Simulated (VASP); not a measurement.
The system is Be3CdSe4.

```
CELL_PARAMETERS angstrom
5.33000 0.00000 0.00000
0.00000 5.33000 0.00000
0.00000 0.00000 5.33000
ATOMIC_POSITIONS crystal
Be 0.50000 0.00000 0.50000
Be 0.00000 0.50000 0.50000
Be 0.50000 0.50000 0.00000
Cd 0.00000 0.00000 0.00000
Se 0.72500 0.72500 0.27500
Se 0.27500 0.27500 0.27500
Se 0.72500 0.27500 0.72500
Se 0.27500 0.72500 0.72500
```

The cell was built by a generator and needn't be a form met in nature.

* Program: VASP 6.6.1
* Task: relaxation of cell and atoms
* Functional: PBE
* Potentials or basis: VASP PAW PBE potentials, release 64 (Be, Cd, Se)
* Cutoff: 520 eV
* k mesh: 3 × 3 × 3
* Occupations: gaussian, width 0.15 eV
* Spin: no spin polarisation

At the start: pressure 5.0 GPa; volume 18.93 Å³/atom.

**Question.** Where does the relaxation end?

**Answer.** Over 5 steps the energy falls by 20.5 meV/atom and the volume is 20.22 Å³/atom (+6.8 %); space group P-43m (No. 215, to 0.05 Å).

The path:
| step | energy change (eV) | largest force (eV/Å) | pressure (GPa) | volume (Å³) |
| --- | --- | --- | --- | --- |
| 1 | 0.0000 | 0.2228 | 4.98 | 151.42 |
| 2 | -0.1519 | 0.1705 | -1.14 | 164.67 |
| 3 | -0.1603 | 0.1758 | -0.13 | 162.01 |
| 4 | -0.1602 | 0.1771 | -0.02 | 161.79 |
| 5 | -0.1641 | 0.0480 | 0.08 | 161.74 |

Final structure:
```cif
data_structure
_symmetry_space_group_name_H-M 'P 1'
_symmetry_Int_Tables_number 1
_cell_length_a 5.4485
_cell_length_b 5.4485
_cell_length_c 5.4485
_cell_angle_alpha 90.000
_cell_angle_beta 90.000
_cell_angle_gamma 90.000
_cell_volume 161.74
loop_
_atom_site_label
_atom_site_type_symbol
_atom_site_fract_x
_atom_site_fract_y
_atom_site_fract_z
_atom_site_occupancy
Be1 Be 0.50000 0.00000 0.50000 1
Be2 Be 0.00000 0.50000 0.50000 1
Be3 Be 0.50000 0.50000 0.00000 1
Cd1 Cd 0.00000 0.00000 0.00000 1
Se1 Se 0.72679 0.72679 0.27321 1
Se2 Se 0.27321 0.27321 0.27321 1
Se3 Se 0.72679 0.27321 0.72679 1
Se4 Se 0.27321 0.72679 0.72679 1
```
